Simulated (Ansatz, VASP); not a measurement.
# Mo2H2NO2 (Mo2N(OH)2 MXene monolayer): VASP beside Ansatz

Wanted: the spread between two codes on one cell, functional and k mesh. The structure shown is the start of the Ansatz relaxation below; VASP solves that cell, so the two are compared at the walk's first step.

Program: Ansatz 0.2.0. Level of theory: plane waves, with VASP 6.6.1 beside it; single point at PBEsol with D3(BJ). Results are calculated unless marked as measured.

### 1. Starting point

The cell holds 7 atoms: 2 H, 2 O, 2 Mo and 1 N. Cell: a = 2.953 Å, b = 2.953 Å, c = 44.152 Å, α = 90.0°, β = 90.0°, γ = 120.0°. Vacuum lies along c.

As a file:

```
H O Mo N
1.0
     2.95324    0.00000    0.00000
    -1.47662    2.55758    0.00000
     0.00000    0.00000   44.15232
H O Mo N
2 2 2 1
Cartesian
  0.0000 1.7051 18.8000
  1.4766 0.8525 25.3523
  0.0000 1.7051 19.7800
  1.4766 0.8525 24.3723
  1.4766 0.8525 20.9109
  0.0000 1.7051 23.2414
  0.0000 0.0000 22.0762
```

### 2. Ansatz: relaxation, PBEsol with D3(BJ)

Ansatz runs on its default PAW (the set named soft_2) files.

The two programs are compared at the cell with which this relaxation starts, whose forces are those of its first step.

Contents of input.yaml:

```yaml
crystal:
  lattice:
    - [2.953236, 0.0, 0.0]
    - [-1.476618, 2.5575773994, 0.0]
    - [0.0, 0.0, 44.1523190102]
  atoms:
    - { symbol: H, position: [0.3333333333, 0.6666666667, 0.4257986992] }
    - { symbol: O, position: [0.3333333333, 0.6666666667, 0.4479945888] }
    - { symbol: Mo, position: [0.6666666667, 0.3333333333, 0.4736079945], spin: 1.0 }
    - { symbol: "N", position: [0.0, 0.0, 0.5] }
    - { symbol: Mo, position: [0.3333333333, 0.6666666667, 0.5263920055], spin: 1.0 }
    - { symbol: O, position: [0.6666666667, 0.3333333333, 0.5520054112] }
    - { symbol: H, position: [0.6666666667, 0.3333333333, 0.5742013008] }
  periodic: [true, true, false]
magnetization:
  spin_polarized: true
kpoints:
  mp_grid: { grid: [12, 12, 1] }
hamiltonian:
  xc: pbesol
  dispersion: d3bj
scf:
  occupations: { method: fermi_dirac, width: 0.05 }
  convergence: { dr2_threshold: 1.0e-09 }
relax:
  f_tol: 0.004
  max_steps: 90
  cell: {}
output:
  write_potential: true
  write_density: true
  volumetric_format: npy
```

Run with:

```
ansatz run input.yaml --threads 4 --pin off --max-ram 6144MiB --backend cpu --events-out ev --progress --plain --runs-dir out
```

Numbers of over 12 decimals in the logs are rounded to 6 here.

The log of the run:

```text
Warning: relax.cell: scf.convergence.dr2_threshold = 1e-9 eV is looser than the 2.55493787526e-10 eV advised for a relaxation that steers and ends on the stress (1e-10 eV for each atom of the cell: 7, times the square of relax.cell.stress_2d_tol = 0.05 N/m over 16.6 Å (the atoms' height at the walk's start and 5 Å past either face), 3.021e-2 GPa, over a crystal's default 0.05). What an SCF threshold leaves in a stress goes as its square root, and in the free energy as the threshold itself, and one threshold admits the most on a small cell: [figures from the program's tests cut] Set scf.convergence.dr2_threshold to 2.55493787526e-10 eV or tighter. [rest of the remark cut]
Engine: ansatz 0.2.0, x86_64-unknown-linux-gnu
Pseudopotentials: kind: paw
Pseudopotential: H, paw, valence charge 1, recommended cutoff 420 eV (normal), H.paw.azcp
Pseudopotential: O, paw, valence charge 6, recommended cutoff 420 eV (normal), O.paw.azcp
Pseudopotential: Mo, paw, valence charge 14, recommended cutoff 420 eV (normal), Mo.paw.azcp
Pseudopotential: N, paw, valence charge 5, recommended cutoff 420 eV (normal), N.paw.azcp
Functional definition: PBEsol
  exchange = pbesol_x
  correlation = pbesol_c
Crystal: 7 atoms, lattice volume = 333.488 Å³
Basis set: ecut = 420 eV, 6387 PW (Γ), exchange–correlation on 40×40×600 points (8 copies of the dense FFT grid, shifted against one another)
Bands: 32, of which v1, the nominal top of the filled ones, is band 24 counted from 1 (23 counted from 0)
Symmetry: 12 space group operations
Space group: P-3m1 (ITA 164), of the structure as read, at distance tolerance 6.9e-5 Å
Magnetic group: BNS 164.85 (UNI 1315), of the structure as read, at distance tolerance 6.9e-5 Å
k-points: 19 of 144
Non-local potential: H, projectors of the file, l = 0: 2, l = 1: 1
Non-local potential: O, projectors of the file, l = 0: 2, l = 1: 2, l = 2: 1
Non-local potential: Mo, projectors of the file, l = 0: 3, l = 1: 2, l = 2: 2, l = 3: 1
Non-local potential: N, projectors of the file, l = 0: 2, l = 1: 2, l = 2: 1
PAW form: soft (Blöchl's): semilocal exchange-correlation on the pseudo side does not see the compensation charge
PAW frozen core: O, regenerated for the run's functional, and the local potential with it (the file was generated under x = pbe(κ = 0.804, μ = 0.219515), c = pbe(β = 0.066725))
PAW frozen core: Mo, regenerated for the run's functional, and the local potential with it (the file was generated under x = pbe(κ = 0.804, μ = 0.219515), c = pbe(β = 0.066725))
PAW frozen core: N, regenerated for the run's functional, and the local potential with it (the file was generated under x = pbe(κ = 0.804, μ = 0.219515), c = pbe(β = 0.066725))
PAW one-centre angular grid: H, 110 points (default); XC on 64 Gauss nodes
PAW one-centre angular grid: O, 110 points (default); XC on 64 Gauss nodes
PAW one-centre angular grid: Mo, 590 points (default); XC on 64 Gauss nodes
PAW one-centre angular grid: N, 110 points (default); XC on 64 Gauss nodes
Initial density: superposition of atomic densities (neutral atoms: chi_scale 0, normalization atom)
Starting moments: Σ|m| = 2 μB on 2 of 7 sites
Initial wavefunctions: pseudopotential atomic-orbital guess
Functional: x = pbesol(κ = 0.804, μ = 0.123457), c = pbesol(β = 0.046)
SCF iter   1: F=—  HF=-11333.308512 eV  |F-HF|=—  |Δ(HF+E_count)|=         —  Δρ=4.08e-2 (↑4.08e-2 ↓3.76e-2)  dr2=2.77e1  dr2_m=7.48e-2  M=1.216 μB ∫|m|=1.227 μB  β_m=0.30  ethr=3.10e-3  ⟨swp⟩=17.1  Hψ=10675  notcnv=0  defer=3
Mixer restart at iter 1: flushing history
preconditioner: auto → LDOS  [metal: Δε(μ)=0.050 eV  Ē_g=11.737 eV  σ=0.050 eV  W_gap=0.24  n_scr=26 (ndim 8)  ℏωp=10.6 eV  f_vac=0.792  D(μ)=2.90/eV (n_scr^D=16)]
spin=Collinear: LDOS preconditioning applied to the charge; magnetization (m = ρ↑ − ρ↓) channel mixes plain (no charge-response kernel on spin).
SCF iter   2: F=—  HF=-11328.100530 eV  |F-HF|=—  |Δ(HF+E_count)|=    5.21e0  Δρ=2.54e-2 (↑2.54e-2 ↓2.27e-2)  dr2=1.03e1  dr2_m=4.15e-2  M=1.164 μB ∫|m|=1.172 μB  β_m=0.49  ethr=3.10e-3  ⟨swp⟩=4.8  Hψ=3377  notcnv=0  defer=52
SCF iter   3: F=—  HF=-11325.893279 eV  |F-HF|=—  |Δ(HF+E_count)|=    2.21e0  Δρ=8.89e-3 (↑8.89e-3 ↓6.08e-3)  dr2=6.77e0  dr2_m=1.63e-2  M=0.903 μB ∫|m|=0.916 μB  β_m=0.63  ethr=3.10e-3  ⟨swp⟩=7.4  Hψ=4355  notcnv=0  defer=58
[...]
preconditioner: auto → LDOS  [metal: Δε(μ)=0.028 eV  Ē_g=11.119 eV  σ=0.050 eV  W_gap=0.14  n_scr=24 (ndim 8)  ℏωp=12.0 eV  f_vac=0.770  D(μ)=2.99/eV (n_scr^D=18)]
spin=Collinear: LDOS preconditioning applied to the charge; magnetization (m = ρ↑ − ρ↓) channel mixes plain (no charge-response kernel on spin).
SCF iter   2: F=—  HF=-11327.625326 eV  |F-HF|=—  |Δ(HF+E_count)|=   2.50e-5  Δρ=1.39e-6 (↑1.39e-6 ↓1.38e-6)  dr2=1.07e-8  dr2_m=1.37e-12  M=0.000 μB ∫|m|=0.000 μB  β_m=0.60  ethr=5.13e-11  ⟨swp⟩=6.1  Hψ=4828  notcnv=0
SCF iter   3: F=—  HF=-11327.625326 eV  |F-HF|=—  |Δ(HF+E_count)|=   3.54e-9  Δρ=5.28e-7 (↑5.25e-7 ↓5.28e-7)  dr2=1.35e-9  dr2_m=5.76e-13  M=0.000 μB ∫|m|=0.000 μB  β_m=0.72  ethr=2.28e-11  ⟨swp⟩=3.1  Hψ=2210  notcnv=0
SCF iter   4: F=-11327.625326 eV  HF=-11327.625326 eV  |F-HF|=1.78e-10  |Δ(HF+E_count)|=   1.54e-9  Δρ=8.28e-8 (↑8.28e-8 ↓7.56e-8)  dr2=2.76e-10  dr2_m=2.91e-13  M=0.000 μB ∫|m|=0.000 μB  ethr=2.13e-12  ⟨swp⟩=15.6  Hψ=11164  notcnv=0
the starting moments were not kept: the SCF closed with an absolute magnetisation of 1.3e-4 μB, where they sum to 2 μB in size (2 sites). That is at most 0.1 of that sum.
SCF 12 converged in 4 iterations: F = -11327.625326 eV  dr2 = 2.76e-10
relax step  12: F+E_penalty+E_count = -11327.62532619 eV  Δ(F+E_penalty+E_count) = +4.915e-4 eV  max|allowed force component| = 5.841e-4 eV/Å  Δτ_max = 0.0000 Å  P = -0.008 N/m  Ω = 294.635 Å³  fix = [c, alpha, beta]  reactions: c -0.000 N/m  stress off target by 7.78e-3 N/m on what of the cell is left free  SCF on the basis re-selected at this cell (its energy is not comparable with the rows above)  (4 SCF iters)
basis re-selected at this cell: Δ(F+E_penalty+E_count) = +4.915e-4 eV, ΔP = -0.011 N/m vs the last step (what re-selecting the basis moved, of the pressure what is left beyond the Pulay correction that the steps carried, after the strain that the cell walked since its last selection, with what the two solves' SCF thresholds leave and, on support functions, any second-order correction that the steps lacked; it is no m [...]
WARN: The output density's exchange-correlation potential varies sharply where the density is thin. Do not read a vacuum level from v_tot or v_xc, or from such a field of the output density. On a cell that repeats whose density bears no net charge and no dipole along the vacuum's axis use v_es (v_loc + v_h of the components); under efield.dipole_correction with no amplitude use v_es + v_field, which holds any externa [...]
SCF converged after 4 iterations
Magnetization: 0.0001 μB (23.5001 up, 23.4999 down)
Absolute magnetization: 0.0001 μB (∫|ρ↑−ρ↓|, with the PAW one-centre terms)
Spin contamination: 0.0000 ħ² per cell (⟨S²⟩ above its minimum at these occupations)
Per-site moments (μB) at R_I (Å): [(7.370341228229205e-7, 0.405451), (2.7408805430172254e-6, 0.405451), (-5.707747228872979e-7, 0.881927), (-3.864281274384892e-7, 0.888487), (-5.70774722998686e-7, 0.881927), (2.740880543040995e-6, 0.405451), (7.370341228260761e-7, 0.405451)]
Free energy (F): -11327.625326 eV
Harris-Foulkes:  -11327.625326 eV  (|F-HF|=1.78e-10)
Internal energy: -11327.601908 eV  (E = F + TS)
E sigma→0 (E₀):  -11327.613617 eV
Entropy (-TS):   -0.023418 eV (-3.345 meV/atom)
Fermi energy:    -2.620174 eV
--- Per-component energies (eV) ---
  E_band       = -1073.384535
  E_kinetic    = 1398.412712
  E_local      = -263081.107772  (includes V_loc(G=0)·N_el)
  E_nonlocal   = 436.305852
  E_hartree    = 130649.812048
  E_xc         = -587.819013
  E_vxc        = -743.243599  (∫ρ·V_xc dr)
  E_paw        = -6717.084178  (= ΣΔE_a)
  E_vpaw       = -383.382567  (= ΣTr[D̂ρ^β])
  E_aug_tail   = 0.002769  (compensation charges beyond the density's cutoff)
  E_ewald      = 126574.579810
  E_disp       = -1.221410  (pairwise vdW)
  E_core_change = 0.517273  (= ΣΔE_core)
  E_smearing   = -0.023418  (= −TS)
  E_closure    = 0.000000  (closes the sum)
  Σ components = -11327.625326   (vs F -11327.625326, Δ=0.00e0)
--- Forces (eV/Å), atoms counted from 1 ---
  atom   1  H     -0.00000000    -0.00000000    -0.00027292
  atom   2  O     -0.00000000    -0.00000000     0.00058406
  atom   3  Mo     0.00000000    -0.00000000    -0.00034195
  atom   4  N      0.00000000     0.00000000     0.00000000
  atom   5  Mo     0.00000000     0.00000000     0.00034195
  atom   6  O     -0.00000000     0.00000000    -0.00058406
  atom   7  H     -0.00000000     0.00000000     0.00027292
  max |Σ_I F_I| component: 3.73e-17 eV/Å
--- 2D stress c σ (N/m, compression-positive) ---
       -0.007784       0.000000      -0.000000
        0.000000      -0.007784      -0.000000
       -0.000000      -0.000000      -0.000000
  P = ½ c Tr σ = -0.0078 N/m
--- Band table (eV; the first three rows and the last of 38) ---
  k-point 0 ↑: bands = [... 20 lower, -6.0642, -4.1446, -4.0410, -4.0410, -2.9740, -2.9740, -2.8075, -2.7763, ... 4 higher]
  k-point 1 ↑: bands = [... 20 lower, -6.2291, -4.4556, -3.9035, -3.8766, -3.1213, -2.8263, -2.6975, -2.6037, ... 4 higher]
  k-point 2 ↑: bands = [... 20 lower, -6.1982, -4.9360, -3.7417, -3.3890, -3.3865, -2.4290, -2.2998, -2.1060, ... 4 higher]
  k-point 18 ↓: bands = [... 20 lower, -3.7552, -3.1866, -3.1866, -2.8541, -1.5430, -1.5430, 0.1602, 0.1602, ... 4 higher]
  the weakly bound empty levels are not read free of the cell's end (no_gap_told)
--- Relaxed structure (10 steps of the walk, 9 accepted, 2 SCFs on fresh bases) ---
  F+E_penalty+E_count = -11327.62532619 eV   max|allowed force component| = 5.841e-4 eV/Å   (the final SCF, on the basis selected at the relaxed cell)
  cell:  # Å, volume = 294.6353 Å³
    - [2.775878, 0, 0]
    - [-1.387939, 2.403981, 0]
    - [0, 0, 44.1523190102]
  atoms:
    - { symbol: H, position: [0.333333, 0.666667, 0.413095] }
    - { symbol: O, position: [0.333333, 0.666667, 0.435357] }
    - { symbol: Mo, position: [0.666667, 0.333333, 0.467407] }
    - { symbol: N, position: [0, 0, 0.5] }
    - { symbol: Mo, position: [0.333333, 0.666667, 0.532593] }
    - { symbol: O, position: [0.666667, 0.333333, 0.564643] }
    - { symbol: H, position: [0.666667, 0.333333, 0.586905] }
```

In the SCF lines HF is the Harris–Foulkes energy and dr2 the Hartree energy of the density residual, in eV; the loop may stop once dr2 is under the threshold and the program's other checks hold. Hψ counts applications of the Hamiltonian.

[end of part 1 of 2]

[Lines on the potential files, build, host, timing and source positions are cut from VASP's logs without a mark.]

[Logs are printed without paths, hosts, clocks, repeated set-up lines and the standing remarks that a program may print on its own settings, such as how far it seeks lower states.]

[Hosts, paths, dates, database ids (printed as entryN), source tags and the programs' standing remarks are cut or masked in the printed files.]
